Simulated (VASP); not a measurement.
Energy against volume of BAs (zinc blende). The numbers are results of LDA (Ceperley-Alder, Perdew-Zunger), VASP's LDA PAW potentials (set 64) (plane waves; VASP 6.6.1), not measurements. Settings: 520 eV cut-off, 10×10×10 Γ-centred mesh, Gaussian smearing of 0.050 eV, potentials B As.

```
V (Å³/atom)  E (eV/atom)
-----------  -----------
12.532          -6.43853
12.932          -6.45734
13.332          -6.46326
13.732          -6.45809
```

Task: Fit these four points and predict the energy of the run at 14.132 Å³/atom.

Result: A cubic in V^(−2/3), the third-order Birch-Murnaghan form, passes through the four points with V0 = 13.34 Å³/atom and B0 = 148 GPa, and gives -6.4434 eV/atom there. The run gave -6.4434 eV/atom, -0.0 meV/atom from the fit; all five points give B0 = 147 GPa.

The compound is BAs in the zinc blende structure. It was relaxed first.
